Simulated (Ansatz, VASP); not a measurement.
# Ga2O3 (partly crystallised Ga2O3): VASP beside Ansatz

Wanted: the spread between two codes on one cell, functional and k mesh. The cell is taken from a series of runs on this material, whose earlier steps may have relaxed, scaled, displaced or heated it; both programs get it as it stands.

Main program and level: Ansatz 0.2.0; plane waves, with VASP 6.6.1 beside it; PBE.

### 1. The structure

The cell holds 80 atoms: 32 Ga and 48 O. Cell: a = 9.332 Å, b = 9.332 Å, c = 9.332 Å, α = 90.0°, β = 90.0°, γ = 90.0°. As first built, before any earlier steps moved the atoms or strained the cell (in the runner's words): 80 atoms (32 Fe, 48 O) placed at random at 4.44 g/cm^3, melted at 5000 K for 10 ps at fixed volume with the Morse and Coulomb pair potential with partial charges (Pedone, Malavasi, Menziani, Cormack and Segre, J. Phys. Chem. B 110, 11780 (2006)). Quenched from 5000 K to 300 K at 20 K/ps and fixed volume, held 10 ps at zero pressure, then minimised at fixed cell. Then Fe was replaced by Ga and the cell scaled by 1.003 (the potential has no terms for the new elements, so the cell is a start for a DFT relaxation).

### 2. VASP: single point, PBE, pair 1

With cell and atoms fixed, the geometry can't cause a difference; cores, projectors, grids and the points listed under the comparison can.

Lines of VASP's logs that name or quote its potential files are left out, and so is its time.

File INCAR:

```
SYSTEM = Ga2O3
PREC = Accurate
ENCUT = 520
EDIFF = 1E-06
NELM = 120
ISMEAR = 0
SIGMA = 0.025
LREAL = Auto
ALGO = Normal
GGA = PE
NBANDS = 408
LORBIT = 11
LWAVE = .FALSE.
LCHARG = .FALSE.
ISIF = 2
LASPH = .TRUE.
GGA_COMPAT = .FALSE.
EFERMI = MIDGAP
NCORE = 2
```

File POSCAR:

```
Ga2O3
1.0
    9.3322300000      0.0000000000      0.0000000000
    0.0000000000      9.3322300000      0.0000000000
    0.0000000000      0.0000000000      9.3322300000
Ga O
32 48
Direct
    0.7858900000      0.8955600000      0.3255200000
    0.6203700000      0.6191500000      0.2856900000
    0.7898200000      0.7906000000      0.9878400000
    0.7950800000      0.1003400000      0.8127800000
    0.2766800000      0.1493400000      0.5648200000
    0.2775900000      0.1087200000      0.0783600000
    0.4242600000      0.8086400000      0.0175400000
    0.1089600000      0.8958600000      0.8374700000
    0.9433500000      0.6227700000      0.3053700000
    0.0868300000      0.6188500000      0.0242400000
    0.2711600000      0.6067100000      0.7840000000
    0.6076500000      0.6249900000      0.8040800000
    0.6126400000      0.1393400000      0.5553600000
    0.2934000000      0.8545400000      0.5983800000
    0.4484400000      0.3474500000      0.2962300000
    0.4516500000      0.8973000000      0.3233100000
    0.6189200000      0.1108200000      0.0890800000
    0.1199200000      0.8907600000      0.3229200000
    0.8114000000      0.4135200000      0.7449700000
    0.9477900000      0.1120100000      0.0921100000
    0.4502000000      0.1204000000      0.8191000000
    0.1223900000      0.3586200000      0.2689100000
    0.6104700000      0.8497900000      0.6127600000
    0.4651400000      0.4367200000      0.5813300000
    0.2892500000      0.6207300000      0.3007700000
    0.1018600000      0.4178100000      0.5614100000
    0.9644500000      0.1026800000      0.5522400000
    0.1141400000      0.2781000000      0.8808100000
    0.9398100000      0.7242400000      0.6435100000
    0.7872300000      0.4027900000      0.0608300000
    0.4422800000      0.3870500000      0.0097200000
    0.7903600000      0.3086900000      0.3766000000
    0.4406200000      0.5276200000      0.8750500000
    0.5965900000      0.2736600000      0.4123400000
    0.1395000000      0.7511200000      0.6842600000
    0.2849500000      0.9743600000      0.2235000000
    0.6180200000      0.2465000000      0.9203400000
    0.9453500000      0.9847500000      0.7226400000
    0.9487700000      0.5158000000      0.6418900000
    0.2801100000      0.2810100000      0.4046500000
    0.4462900000      0.0042900000      0.9857000000
    0.9839600000      0.2733200000      0.4162000000
    0.2538100000      0.7507200000      0.9389400000
    0.9059000000      0.2641900000      0.9080400000
    0.7533800000      0.7513700000      0.7074000000
    0.1087500000      0.2406400000      0.6721300000
    0.1141600000      0.5240400000      0.3870500000
    0.6356200000      0.4816700000      0.6607700000
    0.3135400000      0.2493000000      0.9134300000
    0.7908300000      0.7288500000      0.1867000000
    0.4472600000      0.7418400000      0.6853000000
    0.7847100000      0.5068900000      0.3650400000
    0.7735900000      0.0314700000      0.4776800000
    0.2879500000      0.7785900000      0.4207100000
    0.1295400000      0.4831800000      0.8838500000
    0.4473200000      0.2179700000      0.1527300000
    0.1410000000      0.0106100000      0.4930300000
    0.1142400000      0.2319900000      0.1292200000
    0.9571100000      0.9853400000      0.2444600000
    0.5972200000      0.4575200000      0.1449900000
    0.2922900000      0.4638200000      0.1616500000
    0.7888900000      0.2327200000      0.1792800000
    0.4576300000      0.5234700000      0.3959500000
    0.9422900000      0.7788700000      0.4418900000
    0.4522100000      0.9981900000      0.5051000000
    0.2787900000      0.4856000000      0.6266500000
    0.7699400000      0.5301800000      0.9094800000
    0.1128700000      0.7206800000      0.1991400000
    0.6002400000      0.7648600000      0.9482000000
    0.9657400000      0.4816700000      0.1421800000
    0.7884100000      0.0044200000      0.9932900000
    0.2878600000      0.0026700000      0.7380400000
    0.4489400000      0.7252900000      0.1968200000
    0.6190700000      0.0211400000      0.7310400000
    0.1045400000      0.0413600000      0.9644100000
    0.9715800000      0.7567400000      0.9227700000
    0.6151500000      0.9784000000      0.2342600000
    0.4477000000      0.2398700000      0.6491300000
    0.6243200000      0.7781800000      0.4258400000
    0.7956800000      0.2369200000      0.6436400000
```

File KPOINTS:

```
Automatic mesh
0
Gamma
1 1 1
0 0 0
```

The projector-augmented-wave data sets are Ga_d and O (PBE family, release 64).

Run with:

```
> mpirun -np 8 vasp_gam
```

Numbers of over 12 decimals in the logs are rounded to 6 here.

The log of the run:

```text
[banner, memory and clock lines left out]
running    8 mpi-ranks, on    1 nodes
[...]
LDA part: xc-table for (Slater+PW92), standard interpolation
 POSCAR, INCAR and KPOINTS ok, starting setup
[...]
entering main loop
       N       E                     dE             d eps       ncg     rms          rms(c)
DAV:   1     0.209287424416E+05    0.20929E+05   -0.24170E+05   840   0.376E+03
DAV:   2     0.514376579732E+04   -0.15785E+05   -0.14910E+05   816   0.111E+03
DAV:   3     0.257764217248E+03   -0.48860E+04   -0.46288E+04  1024   0.404E+02
DAV:   4    -0.471333930967E+03   -0.72910E+03   -0.71172E+03   960   0.163E+02
[...]
DAV:  18    -0.467291655329E+03    0.18895E-05   -0.24747E-05  1136   0.291E-02    0.959E-03
DAV:  19    -0.467291653499E+03    0.18291E-05   -0.75175E-06   960   0.255E-02    0.325E-03
DAV:  20    -0.467291652772E+03    0.72787E-06   -0.29458E-06   624   0.256E-02
   1 F= -.46729165E+03 E0= -.46729165E+03  d E =0.000000E+00
```

From OUTCAR (step 2):

```text
  Total       12.6781060     40.0443627     56.2613337     -2.5837865      9.2412282     -2.8171553
  in kB       24.9924400     78.9397356    110.9083653     -5.0934367     18.2172985     -5.5534782
  external PRESSURE =      71.6135136 kB  Pullay stress =       0.0000000 kB

 POSITION                                       TOTAL-FORCE (eV/Angst)
 -----------------------------------------------------------------------------------
      7.33411      8.35757      3.03783        -0.293852      0.319032      0.028943
      5.78944      5.77805      2.66612         0.553044     -0.549425     -0.154987
      7.37078      7.37806      9.21875         0.126055      0.381986      0.828469
      7.41987      0.93640      7.58505         0.255264      0.186663     -0.213066
      2.58204      1.39368      5.27103        -0.054455      0.010316     -0.413506
      2.59053      1.01460      0.73127         0.066570     -0.181914      0.420216
      3.95929      7.54641      0.16369        -0.034732     -0.016606      0.014820
      1.01684      8.36037      7.81546        -0.126231      0.313628     -0.022756
      8.80356      5.81183      2.84978        -0.194858     -0.481745     -0.477553
      0.81032      5.77525      0.22621        -0.453384     -0.305321      0.303964
      2.53053      5.66196      7.31647         0.451989     -0.698047      0.772961
      5.67073      5.83255      7.50386        -0.478125     -0.716147      0.145663
      5.71730      1.30035      5.18275        -0.001368     -0.485902     -0.049823
      2.73808      7.97476      5.58422         0.935648      0.512140      0.631494
[...]
-----------------------------------------------------------------------------------
    total drift:                                0.005876      0.015443     -0.013914

  FREE ENERGIE OF THE ION-ELECTRON SYSTEM (eV)
  ---------------------------------------------------
  free  energy   TOTEN  =      -467.2916527716 eV

  energy  without entropy=     -467.2916527716  energy(sigma->0) =     -467.29165277

[... 3 further parts left out ...]
[key lines of the parts left out:]
E-fermi :   5.3827
```

The run ends at a pressure of 7.16 GPa, with forces up to 1.5 eV/Å.

### 3. Ansatz: single point, PBE, pair 1

Ansatz runs on its PAW soft_1 files.

The same cell, functional, mesh and smearing now go to Ansatz, which takes its cutoff from its data sets.

File input.yaml:

```yaml
crystal:
  lattice:
    - [9.33223, 0.0, 0.0]
    - [0.0, 9.33223, 0.0]
    - [0.0, 0.0, 9.33223]
  atoms:
    - { symbol: Ga, position: [0.78589, 0.89556, 0.32552] }
    - { symbol: Ga, position: [0.62037, 0.61915, 0.28569] }
    - { symbol: Ga, position: [0.78982, 0.7906, 0.98784] }
    - { symbol: Ga, position: [0.79508, 0.10034, 0.81278] }
    - { symbol: Ga, position: [0.27668, 0.14934, 0.56482] }
    - { symbol: Ga, position: [0.27759, 0.10872, 0.07836] }
    - { symbol: Ga, position: [0.42426, 0.80864, 0.01754] }
    - { symbol: Ga, position: [0.10896, 0.89586, 0.83747] }
    - { symbol: Ga, position: [0.94335, 0.62277, 0.30537] }
    - { symbol: Ga, position: [0.08683, 0.61885, 0.02424] }
    - { symbol: Ga, position: [0.27116, 0.60671, 0.784] }
    - { symbol: Ga, position: [0.60765, 0.62499, 0.80408] }
    - { symbol: Ga, position: [0.61264, 0.13934, 0.55536] }
    - { symbol: Ga, position: [0.2934, 0.85454, 0.59838] }
    - { symbol: Ga, position: [0.44844, 0.34745, 0.29623] }
    - { symbol: Ga, position: [0.45165, 0.8973, 0.32331] }
    - { symbol: Ga, position: [0.61892, 0.11082, 0.08908] }
    - { symbol: Ga, position: [0.11992, 0.89076, 0.32292] }
    - { symbol: Ga, position: [0.8114, 0.41352, 0.74497] }
    - { symbol: Ga, position: [0.94779, 0.11201, 0.09211] }
    - { symbol: Ga, position: [0.4502, 0.1204, 0.8191] }
    - { symbol: Ga, position: [0.12239, 0.35862, 0.26891] }
    - { symbol: Ga, position: [0.61047, 0.84979, 0.61276] }
    - { symbol: Ga, position: [0.46514, 0.43672, 0.58133] }
    - { symbol: Ga, position: [0.28925, 0.62073, 0.30077] }
    - { symbol: Ga, position: [0.10186, 0.41781, 0.56141] }
    - { symbol: Ga, position: [0.96445, 0.10268, 0.55224] }
    - { symbol: Ga, position: [0.11414, 0.2781, 0.88081] }
    - { symbol: Ga, position: [0.93981, 0.72424, 0.64351] }
    - { symbol: Ga, position: [0.78723, 0.40279, 0.06083] }
    - { symbol: Ga, position: [0.44228, 0.38705, 0.00972] }
    - { symbol: Ga, position: [0.79036, 0.30869, 0.3766] }
    - { symbol: O, position: [0.44062, 0.52762, 0.87505] }
    - { symbol: O, position: [0.59659, 0.27366, 0.41234] }
    - { symbol: O, position: [0.1395, 0.75112, 0.68426] }
    - { symbol: O, position: [0.28495, 0.97436, 0.2235] }
    - { symbol: O, position: [0.61802, 0.2465, 0.92034] }
    - { symbol: O, position: [0.94535, 0.98475, 0.72264] }
    - { symbol: O, position: [0.94877, 0.5158, 0.64189] }
    - { symbol: O, position: [0.28011, 0.28101, 0.40465] }
    - { symbol: O, position: [0.44629, 0.00429, 0.9857] }
    - { symbol: O, position: [0.98396, 0.27332, 0.4162] }
    - { symbol: O, position: [0.25381, 0.75072, 0.93894] }
    - { symbol: O, position: [0.9059, 0.26419, 0.90804] }
    - { symbol: O, position: [0.75338, 0.75137, 0.7074] }
    - { symbol: O, position: [0.10875, 0.24064, 0.67213] }
    - { symbol: O, position: [0.11416, 0.52404, 0.38705] }
    - { symbol: O, position: [0.63562, 0.48167, 0.66077] }
    - { symbol: O, position: [0.31354, 0.2493, 0.91343] }
    - { symbol: O, position: [0.79083, 0.72885, 0.1867] }
    - { symbol: O, position: [0.44726, 0.74184, 0.6853] }
    - { symbol: O, position: [0.78471, 0.50689, 0.36504] }
    - { symbol: O, position: [0.77359, 0.03147, 0.47768] }
    - { symbol: O, position: [0.28795, 0.77859, 0.42071] }
    - { symbol: O, position: [0.12954, 0.48318, 0.88385] }
    - { symbol: O, position: [0.44732, 0.21797, 0.15273] }
    - { symbol: O, position: [0.141, 0.01061, 0.49303] }
    - { symbol: O, position: [0.11424, 0.23199, 0.12922] }
    - { symbol: O, position: [0.95711, 0.98534, 0.24446] }
    - { symbol: O, position: [0.59722, 0.45752, 0.14499] }
    - { symbol: O, position: [0.29229, 0.46382, 0.16165] }
    - { symbol: O, position: [0.78889, 0.23272, 0.17928] }
    - { symbol: O, position: [0.45763, 0.52347, 0.39595] }
    - { symbol: O, position: [0.94229, 0.77887, 0.44189] }
    - { symbol: O, position: [0.45221, 0.99819, 0.5051] }
    - { symbol: O, position: [0.27879, 0.4856, 0.62665] }
    - { symbol: O, position: [0.76994, 0.53018, 0.90948] }
    - { symbol: O, position: [0.11287, 0.72068, 0.19914] }
    - { symbol: O, position: [0.60024, 0.76486, 0.9482] }
    - { symbol: O, position: [0.96574, 0.48167, 0.14218] }
    - { symbol: O, position: [0.78841, 0.00442, 0.99329] }
    - { symbol: O, position: [0.28786, 0.00267, 0.73804] }
    - { symbol: O, position: [0.44894, 0.72529, 0.19682] }
    - { symbol: O, position: [0.61907, 0.02114, 0.73104] }
    - { symbol: O, position: [0.10454, 0.04136, 0.96441] }
    - { symbol: O, position: [0.97158, 0.75674, 0.92277] }
    - { symbol: O, position: [0.61515, 0.9784, 0.23426] }
    - { symbol: O, position: [0.4477, 0.23987, 0.64913] }
    - { symbol: O, position: [0.62432, 0.77818, 0.42584] }
    - { symbol: O, position: [0.79568, 0.23692, 0.64364] }
kpoints:
  mp_grid: { grid: [1, 1, 1] }
hamiltonian:
  xc: pbe
  pseudopotentials: { kind: paw, azcp: { folder: soft_1 } }
scf:
  occupations: { method: gaussian, width: 0.025 }
output:
  forces: true
```

Run with:

```
> ansatz run input.yaml --threads 4 --pin off --max-ram 8192MiB --backend cpu --events-out ev --progress --plain --runs-dir out
```

The log of the run:

```text
Engine: ansatz 0.2.0, aarch64-unknown-linux-gnu
Pseudopotentials: kind: paw
Pseudopotential: Ga, paw, valence charge 13, recommended cutoff 420 eV (normal), soft_1/Ga.paw.azcp
Pseudopotential: O, paw, valence charge 6, recommended cutoff 420 eV (normal), soft_1/O.paw.azcp
Functional definition: PBE
  parameter kappa = 0.804
  parameter beta = 0.066725
  exchange = pbe_x(kappa = kappa, mu = beta*pi^2/3)
  correlation = pbe_c(beta = beta)
Crystal: 80 atoms, lattice volume = 812.749 Å³
Basis set: ecut = 420 eV, 15895 PW (Γ), exchange–correlation on 128×128×128 points (8 copies of the dense FFT grid, shifted against one another)
Bands: 432, of which v1, the nominal top of the filled ones, is band 352 counted from 1 (351 counted from 0)
Symmetry: 1 space group operations
Space group: P1 (ITA 1), of the structure as read, at distance tolerance 9.3e-5 Å
k-points: 1
Non-local potential: Ga, projectors of the file, l = 0: 2, l = 1: 2, l = 2: 3, l = 3: 1
Non-local potential: O, projectors of the file, l = 0: 2, l = 1: 2, l = 2: 1
PAW form: soft (Blöchl's): semilocal exchange-correlation on the pseudo side does not see the compensation charge
PAW one-centre angular grid: Ga, 590 points (default); XC on 64 Gauss nodes
PAW one-centre angular grid: O, 110 points (default); XC on 64 Gauss nodes
Initial density: superposition of atomic densities (chi_scale 0.1, normalization cell, long waves kept (reshape's long-wave potential 0.09 eV rms))
Initial wavefunctions: pseudopotential atomic-orbital guess
Functional: x = pbe(κ = 0.804, μ = 0.219515), c = pbe(β = 0.066725)
SCF iter   1: F=—  HF=-148330.285625 eV  |F-HF|=—  |Δ(HF+E_count)|=         —  Δρ=1.23e-1  dr2=5.78e1  ethr=3.10e-3  ⟨swp⟩=5.0  Hψ=1359  notcnv=0  defer=21
preconditioner: auto → Resta (q_TF=auto, 2.664 Å⁻¹)  ε∞=4.4  [insulator: Δε(μ)=2.624 eV  Ē_g=18.811 eV  σ=0.025 eV  W_gap=1.00  n_scr=250 (ndim 8)  ℏωp=34.6 eV  f_vac=0.002  D(μ)=0.00/eV (n_scr^D=0)  ε∞_Penn≈4.4]
SCF iter   2: F=—  HF=-148316.395397 eV  |F-HF|=—  |Δ(HF+E_count)|=    1.39e1  Δρ=5.74e-2  dr2=1.39e1  ethr=3.10e-3  ⟨swp⟩=2.0  Hψ=809  notcnv=0  defer=72
SCF iter   3: F=—  HF=-148312.071663 eV  |F-HF|=—  |Δ(HF+E_count)|=    4.32e0  Δρ=1.69e-2  dr2=1.38e0  ethr=1.97e-3  ⟨swp⟩=3.0  Hψ=678  notcnv=0  defer=72
SCF iter   4: F=—  HF=-148311.108445 eV  |F-HF|=—  |Δ(HF+E_count)|=   9.63e-1  Δρ=4.62e-3  dr2=1.32e-1  ethr=1.96e-4  ⟨swp⟩=2.0  Hψ=809  notcnv=0  defer=72
SCF iter   5: F=—  HF=-148311.238938 eV  |F-HF|=—  |Δ(HF+E_count)|=   1.30e-1  Δρ=1.27e-3  dr2=1.27e-2  ethr=1.87e-5  ⟨swp⟩=2.0  Hψ=681  notcnv=0  defer=48
automatic band count: iteration 5 solves 408 bands in place of 432: the levels show a gap, and the empty bands left out lie too high to hold charge; the band table lists the bands solved (type scf.n_extra_bands for more)
SCF iter   6: F=—  HF=-148311.247099 eV  |F-HF|=—  |Δ(HF+E_count)|=   8.16e-3  Δρ=2.79e-4  dr2=6.68e-4  ethr=1.81e-6  ⟨swp⟩=2.0  Hψ=664  notcnv=0  defer=48
SCF iter   7: F=—  HF=-148311.248046 eV  |F-HF|=—  |Δ(HF+E_count)|=   9.47e-4  Δρ=2.03e-4  dr2=2.18e-4  ethr=9.49e-8  ⟨swp⟩=2.0  Hψ=712  notcnv=0  defer=48
SCF iter   8: F=—  HF=-148311.247849 eV  |F-HF|=—  |Δ(HF+E_count)|=   1.97e-4  Δρ=5.39e-5  dr2=2.82e-5  ethr=3.09e-8  ⟨swp⟩=2.0  Hψ=706  notcnv=0  defer=48
SCF iter   9: F=—  HF=-148311.249101 eV  |F-HF|=—  |Δ(HF+E_count)|=   1.25e-3  Δρ=1.74e-5  dr2=2.59e-6  ethr=4.00e-9  ⟨swp⟩=2.0  Hψ=712  notcnv=0  defer=48
SCF iter  10: F=—  HF=-148311.249103 eV  |F-HF|=—  |Δ(HF+E_count)|=   1.89e-6  Δρ=4.72e-6  dr2=1.92e-7  ethr=3.68e-10  ⟨swp⟩=2.0  Hψ=760  notcnv=0  defer=48
SCF iter  11: F=-148311.249103 eV  HF=-148311.249103 eV  |F-HF|=7.91e-8  |Δ(HF+E_count)|=   1.45e-7  Δρ=2.53e-6  dr2=3.91e-8  ethr=1.42e-11  ⟨swp⟩=4.0  Hψ=1447  notcnv=0
SCF 1 converged in 11 iterations: F = -148311.249103 eV  dr2 = 3.91e-8
  greatest PAW one-centre occupation: 0.998 electrons in one spin orbital (limit 2), on the Ga atom at site 12 (counted from 0), in its partial waves of l = 2
SCF converged after 11 iterations
Free energy (F): -148311.249103 eV
Harris-Foulkes:  -148311.249103 eV  (|F-HF|=7.91e-8)
Internal energy: -148311.249103 eV  (E = F + TS)
E sigma→0 (E₀):  -148311.249103 eV
Fermi energy:    9.797158 eV
--- Per-component energies (eV) ---
  E_band       = -480.882829
  E_kinetic    = 11719.528716
  E_local      = -54391.965265  (includes V_loc(G=0)·N_el)
  E_nonlocal   = -248.318728
  E_hartree    = 32125.750307
  E_xc         = -5418.295827
  E_vxc        = -6133.091072  (∫ρ·V_xc dr)
  E_paw        = -71873.632685  (= ΣΔE_a)
  E_vpaw       = -15678.572577  (= ΣTr[D̂ρ^β])
  E_aug_tail   = 0.030734  (compensation charges beyond the density's cutoff)
  E_ewald      = -60224.346355
  E_smearing   = -0.000000  (= −TS)
  E_closure    = 0.000000  (closes the sum)
  Σ components = -148311.249103   (vs F -148311.249103, Δ=0.00e0)
--- Forces (eV/Å), atoms counted from 1 ---
  atom   1  Ga    -0.30345849     0.31252137     0.03958631
  atom   2  Ga     0.54613118    -0.55157539    -0.15406450
  atom   3  Ga     0.13101021     0.39715729     0.85344081
  atom   4  Ga     0.26490185     0.19064015    -0.22457738
  atom   5  Ga    -0.05841423     0.00813503    -0.40193153
  atom   6  Ga     0.07642756    -0.16458113     0.40013286
  atom   7  Ga    -0.04267086    -0.01752509     0.01712697
  atom   8  Ga    -0.12643241     0.28930758    -0.04086468
  atom   9  Ga    -0.18151306    -0.47847451    -0.49067629
  atom  10  Ga    -0.46571644    -0.29160243     0.30337119
  atom  11  Ga     0.43727911    -0.69522049     0.79138595
  atom  12  Ga    -0.47008217    -0.72795198     0.15135624
  atom  13  Ga    -0.00451103    -0.49822800    -0.02363995
  atom  14  Ga     0.93861231     0.52081602     0.66060241
  atom  15  Ga    -0.63681732    -0.16822008     0.10466406
  atom  16  Ga     0.17267796     0.58434539     0.01313084
  atom  17  Ga    -0.15649306     0.45356195    -0.18417461
  atom  18  Ga     0.21553856     0.77698036    -0.53154220
  atom  19  Ga    -0.26032451    -0.17326372    -0.20013210
  atom  20  Ga     0.16166648    -0.32551352     0.29572718
  atom  21  Ga     0.27437441    -0.07093564     0.11227412
  atom  22  Ga     0.49777866     0.28184559     0.24334571
  atom  23  Ga    -0.55297650    -0.18147162    -0.23878280
  atom  24  Ga    -0.06835439    -0.10216870     0.38338239
[...]
atom  73  O     -0.00482084    -0.08408717     0.58502120
  atom  74  O     -0.07411487     0.07105300    -0.10718660
  atom  75  O      0.30296368     1.05622734     0.59667101
  atom  76  O      0.06432451    -0.11824787    -0.29317125
  atom  77  O      0.27858936    -0.08940163    -0.08004289
  atom  78  O     -0.12099097    -0.04616168    -0.25509661
  atom  79  O      0.01686267     0.12377910    -0.83838768
  atom  80  O     -0.08791769    -0.11052106     0.31977325
  max |Σ_I F_I| component: 2.16e-5 eV/Å
```

(Part 1 of 3 ends here.)

[Lines on the potential files, build, host, timing and source positions are cut from VASP's logs without a mark.]

[Logs are printed without paths, hosts, clocks, repeated set-up lines and the standing remarks that a program may print on its own settings, such as how far it seeks lower states.]

[Hosts, paths, dates, database ids (printed as entryN), source tags and the programs' standing remarks are cut or masked in the printed files.]
